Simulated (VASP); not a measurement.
Computed with PBE GGA, VASP's PBE PAW potentials (set 64) (plane waves; VASP).

A VASP calculation is set up with these files.

POSCAR:
```
Ga31SnAs32
1.0
 11.5222104212   0.0000000000   0.0000000000
  0.0000000000  11.5222104212   0.0000000000
  0.0000000000   0.0000000000  11.5222104212
Ga As Sn
31 32 1
direct
  0.5000000000   0.0000000000   0.0000000000
  0.7500000000   0.2500000000   0.0000000000
  0.7500000000   0.0000000000   0.2500000000
  0.0000000000   0.0000000000   0.0000000000
  0.2500000000   0.2500000000   0.0000000000
  0.5000000000   0.5000000000   0.0000000000
  0.7500000000   0.7500000000   0.0000000000
  0.2500000000   0.0000000000   0.2500000000
  0.5000000000   0.2500000000   0.2500000000
  0.7500000000   0.5000000000   0.2500000000
  0.5000000000   0.0000000000   0.5000000000
  0.7500000000   0.2500000000   0.5000000000
  0.7500000000   0.0000000000   0.7500000000
  0.0000000000   0.5000000000   0.0000000000
  0.2500000000   0.7500000000   0.0000000000
  0.0000000000   0.2500000000   0.2500000000
  0.2500000000   0.5000000000   0.2500000000
  0.5000000000   0.7500000000   0.2500000000
  0.0000000000   0.0000000000   0.5000000000
  0.2500000000   0.2500000000   0.5000000000
  0.7500000000   0.7500000000   0.5000000000
  0.2500000000   0.0000000000   0.7500000000
  0.5000000000   0.2500000000   0.7500000000
  0.7500000000   0.5000000000   0.7500000000
  0.0000000000   0.7500000000   0.2500000000
  0.0000000000   0.5000000000   0.5000000000
  0.2500000000   0.7500000000   0.5000000000
  0.0000000000   0.2500000000   0.7500000000
  0.2500000000   0.5000000000   0.7500000000
  0.5000000000   0.7500000000   0.7500000000
  0.0000000000   0.7500000000   0.7500000000
  0.6250000000   0.1250000000   0.1250000000
  0.8750000000   0.3750000000   0.1250000000
  0.8750000000   0.1250000000   0.3750000000
  0.1250000000   0.1250000000   0.1250000000
  0.3750000000   0.3750000000   0.1250000000
  0.6250000000   0.6250000000   0.1250000000
  0.8750000000   0.8750000000   0.1250000000
  0.3750000000   0.1250000000   0.3750000000
  0.6254130000   0.3791350000   0.3785160000
  0.8750000000   0.6250000000   0.3750000000
  0.6250000000   0.1250000000   0.6250000000
  0.8750000000   0.3750000000   0.6250000000
  0.8750000000   0.1250000000   0.8750000000
  0.1250000000   0.6250000000   0.1250000000
  0.3750000000   0.8750000000   0.1250000000
  0.1250000000   0.3750000000   0.3750000000
  0.3759360000   0.6266890000   0.3753570000
  0.6250000000   0.8750000000   0.3750000000
  0.1250000000   0.1250000000   0.6250000000
  0.3760740000   0.3791450000   0.6264650000
  0.6228940000   0.6213760000   0.6265390000
  0.8750000000   0.8750000000   0.6250000000
  0.3750000000   0.1250000000   0.8750000000
  0.6250000000   0.3750000000   0.8750000000
  0.8750000000   0.6250000000   0.8750000000
  0.1250000000   0.8750000000   0.3750000000
  0.1250000000   0.6250000000   0.6250000000
  0.3750000000   0.8750000000   0.6250000000
  0.1250000000   0.3750000000   0.8750000000
  0.3750000000   0.6250000000   0.8750000000
  0.6250000000   0.8750000000   0.8750000000
  0.1250000000   0.8750000000   0.8750000000
  0.4995300000   0.4975620000   0.5034130000
```

File KPOINTS:
```
Automatic mesh
0
Gamma
1 1 1
0 0 0
```

### INCAR
```
! general
SYSTEM   =  Ga31SnAs32
PREC     =  Normal
ENCUT    =  400
LREAL    =  Auto
LASPH    =  .TRUE.
ISYM     =  0

! electronic loop
EDIFF    =  1E-5
NELM     =  100
NELMIN   =  4
ALGO     =  Fast
LMAXMIX  =  4

! smearing
ISMEAR   =  0
SIGMA    =  0.05

! functional
GGA      =  PE

! spin
ISPIN    =  2
MAGMOM   =  64*0.0156
NUPDOWN  =  1

! ions
IBRION   =  2
NSW      =  60
ISIF     =  2
EDIFFG   =  -0.03

! output
LWAVE    =  .TRUE.
LCHARG   =  .FALSE.
LORBIT   =  10
```

POTCAR, in this order: Ga As Sn (PBE.64 set). Program: vasp_gam.

What VASP printed:

**OSZICAR**
```
       N       E                     dE             d eps       ncg     rms          rms(c)
DAV:   1     0.156004900134E+04    0.15600E+04   -0.92833E+04   644   0.112E+03
DAV:   2    -0.654889038086E+02   -0.16255E+04   -0.15456E+04   830   0.202E+02
DAV:   3    -0.258573222631E+03   -0.19308E+03   -0.18844E+03   768   0.723E+01
DAV:   4    -0.264884809020E+03   -0.63116E+01   -0.62607E+01   736   0.137E+01
DAV:   5    -0.265050448170E+03   -0.16564E+00   -0.16513E+00   808   0.212E+00    0.210E+01
RMM:   6    -0.259730283195E+03    0.53202E+01   -0.77464E+00   644   0.385E+00    0.123E+01
RMM:   7    -0.258926303625E+03    0.80398E+00   -0.11644E+01   644   0.458E+00    0.311E+00
RMM:   8    -0.258786576342E+03    0.13973E+00   -0.91816E-01   650   0.198E+00    0.166E+00
RMM:   9    -0.258805371245E+03   -0.18795E-01   -0.44106E-01   644   0.104E+00    0.696E-01
RMM:  10    -0.258785448185E+03    0.19923E-01   -0.57158E-02   646   0.447E-01    0.265E-01
RMM:  11    -0.258791764548E+03   -0.63164E-02   -0.31745E-02   648   0.275E-01    0.216E-01
RMM:  12    -0.258790092319E+03    0.16722E-02   -0.47333E-03   646   0.127E-01    0.574E-02
RMM:  13    -0.258790103158E+03   -0.10839E-04   -0.20987E-03   647   0.667E-02    0.330E-02
RMM:  14    -0.258790159844E+03   -0.56687E-04   -0.38925E-04   696   0.319E-02    0.336E-02
RMM:  15    -0.258790132010E+03    0.27834E-04   -0.62228E-05   518   0.132E-02    0.163E-02
RMM:  16    -0.258790131404E+03    0.60628E-06   -0.80943E-05   602   0.112E-02
   1 F= -.25879013E+03 E0= -.25878535E+03  d E =-.258790E+03  mag=     1.0000
       N       E                     dE             d eps       ncg     rms          rms(c)
DAV:   1    -0.259179050131E+03   -0.38892E+00   -0.17377E+01   680   0.656E+00    0.154E+00
RMM:   2    -0.259281366900E+03   -0.10232E+00   -0.12098E+00   644   0.149E+00    0.459E-01
RMM:   3    -0.259299837710E+03   -0.18471E-01   -0.20719E-01   663   0.624E-01    0.410E-01
RMM:   4    -0.259300685524E+03   -0.84781E-03   -0.25082E-02   684   0.239E-01    0.282E-01
RMM:   5    -0.259300309589E+03    0.37593E-03   -0.72758E-03   648   0.131E-01    0.569E-02
RMM:   6    -0.259300371572E+03   -0.61983E-04   -0.12452E-03   695   0.558E-02    0.319E-02
RMM:   7    -0.259300356327E+03    0.15245E-04   -0.34282E-04   617   0.269E-02    0.198E-02
RMM:   8    -0.259300364768E+03   -0.84402E-05   -0.86012E-05   524   0.126E-02
   2 F= -.25930036E+03 E0= -.25929576E+03  d E =-.510233E+00  mag=     1.0000
       N       E                     dE             d eps       ncg     rms          rms(c)
DAV:   1    -0.259325630691E+03   -0.25274E-01   -0.54315E+00   680   0.365E+00    0.749E-01
RMM:   2    -0.259357108679E+03   -0.31478E-01   -0.36495E-01   644   0.827E-01    0.237E-01
RMM:   3    -0.259362900234E+03   -0.57916E-02   -0.60452E-02   669   0.345E-01    0.168E-01
RMM:   4    -0.259363113493E+03   -0.21326E-03   -0.83036E-03   665   0.138E-01    0.954E-02
RMM:   5    -0.259363135129E+03   -0.21636E-04   -0.15873E-03   654   0.648E-02    0.322E-02
RMM:   6    -0.259363168497E+03   -0.33368E-04   -0.37768E-04   666   0.290E-02    0.187E-02
RMM:   7    -0.259363171502E+03   -0.30046E-05   -0.84027E-05   502   0.136E-02
   3 F= -.25936317E+03 E0= -.25935862E+03  d E =-.573040E+00  mag=     1.0000
       N       E                     dE             d eps       ncg     rms          rms(c)
DAV:   1    -0.259426442326E+03   -0.63274E-01   -0.19188E+00   680   0.232E+00    0.460E-01
RMM:   2    -0.259436958205E+03   -0.10516E-01   -0.13752E-01   644   0.574E-01    0.176E-01
RMM:   3    -0.259438928736E+03   -0.19705E-02   -0.23436E-02   701   0.237E-01    0.124E-01
RMM:   4    -0.259438897323E+03    0.31412E-04   -0.27436E-03   658   0.879E-02    0.687E-02
RMM:   5    -0.259438931741E+03   -0.34417E-04   -0.78592E-04   653   0.473E-02    0.227E-02
RMM:   6    -0.259438927955E+03    0.37859E-05   -0.15891E-04   636   0.212E-02    0.181E-02
RMM:   7    -0.259438934027E+03   -0.60717E-05   -0.89392E-05   544   0.125E-02
   4 F= -.25943893E+03 E0= -.25943497E+03  d E =-.757625E-01  mag=     1.0000
       N       E                     dE             d eps       ncg     rms          rms(c)
DAV:   1    -0.259444752098E+03   -0.58241E-02   -0.39151E-01   696   0.106E+00    0.204E-01
RMM:   2    -0.259446892242E+03   -0.21401E-02   -0.27707E-02   644   0.255E-01    0.773E-02
RMM:   3    -0.259447313531E+03   -0.42129E-03   -0.48281E-03   701   0.106E-01    0.501E-02
RMM:   4    -0.259447301877E+03    0.11654E-04   -0.54742E-04   655   0.398E-02    0.236E-02
RMM:   5    -0.259447312239E+03   -0.10362E-04   -0.16795E-04   628   0.213E-02    0.109E-02
RMM:   6    -0.259447311880E+03    0.35874E-06   -0.30838E-05   435   0.911E-03
   5 F= -.25944731E+03 E0= -.25944352E+03  d E =-.841404E-01  mag=     1.0000
       N       E                     dE             d eps       ncg     rms          rms(c)
DAV:   1    -0.259459782966E+03   -0.12471E-01   -0.45485E-01   696   0.125E+00    0.245E-01
RMM:   2    -0.259462419127E+03   -0.26362E-02   -0.32530E-02   644   0.327E-01    0.820E-02
RMM:   3    -0.259462913335E+03   -0.49421E-03   -0.53636E-03   681   0.132E-01    0.530E-02
RMM:   4    -0.259462900552E+03    0.12783E-04   -0.65460E-04   649   0.507E-02    0.227E-02
RMM:   5    -0.259462915499E+03   -0.14947E-04   -0.18991E-04   656   0.254E-02    0.956E-03
RMM:   6    -0.259462916961E+03   -0.14623E-05   -0.38200E-05   456   0.112E-02
   6 F= -.25946292E+03 E0= -.25945924E+03  d E =-.156051E-01  mag=     1.0000
       N       E                     dE             d eps       ncg     rms          rms(c)
DAV:   1    -0.259464580670E+03   -0.16652E-02   -0.16257E-01   704   0.749E-01    0.147E-01
RMM:   2    -0.259465538497E+03   -0.95783E-03   -0.11780E-02   644   0.197E-01    0.492E-02
RMM:   3    -0.259465715448E+03   -0.17695E-03   -0.19482E-03   680   0.799E-02    0.318E-02
RMM:   4    -0.259465711963E+03    0.34845E-05   -0.24412E-04   652   0.307E-02    0.137E-02
RMM:   5    -0.259465717439E+03   -0.54756E-05   -0.67795E-05   554   0.152E-02
   7 F= -.25946572E+03 E0= -.25946210E+03  d E =-.184056E-01  mag=     1.0000
       N       E                     dE             d eps       ncg     rms          rms(c)
DAV:   1    -0.259465723162E+03   -0.11198E-04   -0.77192E-04   744   0.524E-02    0.118E-02
RMM:   2    -0.259465728945E+03   -0.57830E-05   -0.70599E-05   589   0.152E-02    0.520E-03
RMM:   3    -0.259465730461E+03   -0.15164E-05   -0.12875E-05   372   0.661E-03    0.332E-03
RMM:   4    -0.259465730715E+03   -0.25371E-06   -0.20056E-06   254   0.266E-03
   8 F= -.25946573E+03 E0= -.25946212E+03  d E =-.184188E-01  mag=     1.0000
       N       E                     dE             d eps       ncg     rms          rms(c)
DAV:   1    -0.259467123318E+03   -0.13929E-02   -0.61003E-02   680   0.463E-01    0.920E-02
RMM:   2    -0.259467449128E+03   -0.32581E-03   -0.43187E-03   644   0.120E-01    0.302E-02
RMM:   3    -0.259467512475E+03   -0.63348E-04   -0.75566E-04   693   0.491E-02    0.195E-02
RMM:   4    -0.259467510425E+03    0.20502E-05   -0.88487E-05   634   0.185E-02
   9 F= -.25946751E+03 E0= -.25946390E+03  d E =-.177971E-02  mag=     1.0000
```

**OUTCAR**
```
------------------------ aborting loop because EDIFF is reached ----------------------------------------
  FORCE on cell =-STRESS in cart. coord.  units (eV):
  Direction    XX          YY          ZZ          XY          YZ          ZX
  --------------------------------------------------------------------------------------
  Total       13.4817875     13.5053848     13.5193630     -0.0085389     -0.0223907     -0.0121860
  in kB       14.1205188     14.1452341     14.1598745     -0.0089434     -0.0234515     -0.0127634
  external PRESSURE =      14.1418758 kB  Pullay stress =       0.0000000 kB
  volume of cell :     1529.70
      direct lattice vectors                 reciprocal lattice vectors
    11.522210421  0.000000000  0.000000000     0.086788903  0.000000000  0.000000000
     0.000000000 11.522210421  0.000000000     0.000000000  0.086788903  0.000000000
     0.000000000  0.000000000 11.522210421     0.000000000  0.000000000  0.086788903
  FREE ENERGIE OF THE ION-ELECTRON SYSTEM (eV)
  ---------------------------------------------------
  free  energy   TOTEN  =      -259.4675104251 eV

  energy  without entropy=     -259.4602852836  energy(sigma->0) =     -259.46389785

 total charge

# of ion       s       p       d       tot
------------------------------------------
    1        1.073   1.143   0.126   2.342
    2        1.071   1.136   0.126   2.333
    3        1.071   1.136   0.126   2.333
    4        1.069   1.135   0.126   2.330
    5        1.071   1.136   0.126   2.333
    6        1.070   1.137   0.126   2.333
    7        1.071   1.137   0.126   2.334
    8        1.071   1.136   0.126   2.333
    9        1.073   1.140   0.127   2.340
   10        1.073   1.141   0.127   2.341
   11        1.070   1.137   0.126   2.333
   12        1.073   1.141   0.128   2.341
   13        1.071   1.137   0.126   2.333
   14        1.073   1.143   0.127   2.343
   15        1.071   1.137   0.126   2.334
   16        1.071   1.136   0.126   2.333
   17        1.073   1.141   0.127   2.341
   18        1.073   1.141   0.128   2.341
   19        1.073   1.142   0.126   2.342
   20        1.073   1.141   0.127   2.341
   21        1.073   1.140   0.127   2.340
   22        1.071   1.137   0.126   2.334
   23        1.073   1.141   0.127   2.341
   24        1.073   1.141   0.128   2.342
   25        1.071   1.136   0.126   2.333
   26        1.070   1.137   0.126   2.333
   27        1.073   1.141   0.128   2.342
   28        1.071   1.137   0.126   2.333
   29        1.073   1.142   0.128   2.343
   30        1.073   1.141   0.128   2.342
   31        1.071   1.137   0.126   2.334
   32        1.208   1.592   0.024   2.823
   33        1.208   1.591   0.024   2.823
   34        1.208   1.591   0.024   2.823
   35        1.206   1.589   0.024   2.819
   36        1.206   1.592   0.024   2.822
   37        1.206   1.593   0.024   2.823
   38        1.206   1.589   0.024   2.820
   39        1.206   1.592   0.024   2.822
   40        1.218   1.571   0.024   2.814
   41        1.206   1.592   0.024   2.822
   42        1.206   1.592   0.024   2.822
   43        1.206   1.592   0.024   2.822
   44        1.206   1.589   0.024   2.820
   45        1.208   1.592   0.024   2.823
   46        1.208   1.591   0.024   2.823
   47        1.206   1.592   0.024   2.822
   48        1.218   1.571   0.024   2.814
   49        1.206   1.592   0.024   2.822
   50        1.208   1.592   0.024   2.823
   51        1.218   1.571   0.024   2.814
   52        1.218   1.572   0.024   2.814
   53        1.208   1.592   0.024   2.823
   54        1.208   1.592   0.024   2.823
   55        1.206   1.592   0.024   2.822
   56        1.208   1.592   0.024   2.823
   57        1.208   1.591   0.024   2.823
   58        1.206   1.592   0.024   2.822
   59        1.206   1.592   0.024   2.822
   60        1.208   1.592   0.024   2.823
   61        1.206   1.592   0.024   2.822
   62        1.208   1.592   0.024   2.823
   63        1.206   1.589   0.024   2.820
   64        1.354   1.692   0.181   3.227
--------------------------------------------------
tot         73.234  87.843   4.878 165.955

 magnetization (x)

# of ion       s       p       d       tot
------------------------------------------
    1        0.017   0.001  -0.000   0.019
    2        0.014   0.001  -0.000   0.015
    3        0.014   0.001  -0.000   0.015
    4        0.012   0.001  -0.000   0.013
    5        0.014   0.001  -0.000   0.015
    6        0.012   0.001  -0.000   0.013
    7        0.014   0.001  -0.000   0.015
    8        0.014   0.001  -0.000   0.015
    9        0.014   0.001  -0.000   0.015
   10        0.014   0.001  -0.000   0.015
   11        0.012   0.001  -0.000   0.013
   12        0.014   0.001  -0.000   0.015
   13        0.014   0.001  -0.000   0.015
   14        0.017   0.001  -0.000   0.019
   15        0.014   0.001  -0.000   0.015
   16        0.014   0.001  -0.000   0.015
   17        0.014   0.001  -0.000   0.015
...
```
(Selected blocks of OUTCAR.)

CONTCAR:
```
Ga31SnAs32
   1.00000000000000
    11.5222104212000005    0.0000000000000000    0.0000000000000000
     0.0000000000000000   11.5222104212000005    0.0000000000000000
     0.0000000000000000    0.0000000000000000   11.5222104212000005
  Ga              As              Sn
    31    32     1
Direct
     0.5000124261138313    0.0001143858554390    0.0001839103829422
     0.7503442876646759    0.2495105657225235    0.0004078211276231
     0.7503571779472827    0.0001999835031816    0.2497414112913953
     0.9999820367330825    0.9999927630320312    0.9999854515374722
     0.2497999644273480    0.2497059793363169    0.0000042871028714
     0.4999354488324560    0.4999091035967987    0.0001500362422601
     0.7503469640469105    0.7503747037778515    0.9997853799294417
     0.2497719315997589    0.0000480125315206    0.2497970891890777
     0.4980450512172744    0.2475040749480910    0.2475133297972046
     0.7529735640337049    0.5027156307354479    0.2470791139263078
     0.4999538483456032    0.0000691523874124    0.4999520944832892
     0.7529416967182215    0.2471574846162164    0.5025105691513906
     0.7503422940139749    0.9998511286420141    0.7503287215193875
     0.9999291795933588    0.5000133537898970    0.0002430412461399
     0.2495540691638887    0.7504428495843023    0.0004087717974340
     0.9998995938022449    0.2497389311331178    0.2497465866269053
     0.2473124939275497    0.4978897845674398    0.2472874012882904
     0.5026015079617742    0.7530216235092491    0.2470329200395489
     0.9998750247377458    0.9999778625884701    0.5000365438393894
     0.2472012279806148    0.2472673349889625    0.4979937198040970
     0.7526074058090717    0.7525796797605280    0.4980493565358775
     0.2496449081331613    0.0002133083856160    0.7503669256785978
     0.5024457312536245    0.2470510702952349    0.7531188676070222
     0.7531655641302709    0.4973481621870257    0.7532568569119684
     0.0002147350297392    0.7504176445713325    0.2497352118174478
     0.0000361234311475    0.4999557492448227    0.4999322675069963
     0.2470623012651054    0.7530218846113503    0.5024229493409237
     0.0002774203521461    0.2495788648441108    0.7503726692009195
     0.2465720007091312    0.5027645173762433    0.7534833215263883
     0.4974980613539671    0.7530922608697599    0.7531731921677689
     0.9997137174954607    0.7504902973964414    0.7503121371254279
     0.6251814267785151    0.1246067118195714    0.1247969048623147
     0.8754170687830907    0.3747592604566639    0.1246835828766742
     0.8754563826020298    0.1246047133596451    0.3747803476292061
     0.1249483190115323    0.1249549717332476    0.1249671378581144
     0.3749805864745324    0.3749338340235944    0.1245719266385704
     0.6250976144757048    0.6251492853796052    0.1243042910194076
     0.8750571946394075    0.8750696277258287    0.1249557754627311
     0.3749877884452800    0.1246032605707637    0.3749949887149815
     0.6318903532918342    0.3688482618352366    0.3688120771665777
     0.8756767163396236    0.6252482866490509    0.3750286589687789
     0.6250539191081685    0.1243821148229882    0.6251022965844404
     0.8758045660451051    0.3748663781088258    0.6251702751483844
     0.8750644891311329    0.1249366018642311    0.8750827815528321
     0.1245450286900438    0.6252364869291991    0.1246786087590479
     0.3747442111380154    0.8755558963673756    0.1246584926505506
     0.1245026924171003    0.3749520957206355    0.3749349451788462
     0.3684984247396166    0.6319809363647976    0.3684899772420369
     0.6251912674846372    0.8756252662797376    0.3750543264923044
     0.1245448995113465    0.1244813885021134    0.6252537293809305
     0.3677101692142623    0.3683614159048290    0.6326886026687383
     0.6316296152181524    0.6315062459659418    0.6324724905072099
     0.8753123116561136    0.8754247174737063    0.6252305708135079
     0.3747275256995319    0.1245022322153847    0.8755599620507569
     0.6251564836696346    0.3748090942787524    0.8758686955444266
     0.8755895498170182    0.6253093804831549    0.8755820018197632
     0.1245697654953263    0.8755915986483084    0.3747782310557680
     0.1242334534255404    0.6252384615700897    0.6250608049047234
     0.3749117823201393    0.8757087346606948    0.6251386206924107
     0.1244230843622761    0.3747121763169924    0.8757214932612426
     0.3748364278515737    0.6252454028015950    0.8759370634318088
     0.6252584297961780    0.8756107611332290    0.8755836271097609
     0.1249369917391654    0.8750754046156936    0.8750803865962775
     0.4994907028042532    0.4999978470297667    0.5008543696150732
```

The supercell is sampled at Γ alone, which is coarse: total energies, pressure and levels can be off, energies of defects by several tenths of an eV.

The cell is a supercell with a defect, built from GaAs (zinc blende): Sn_Ga.
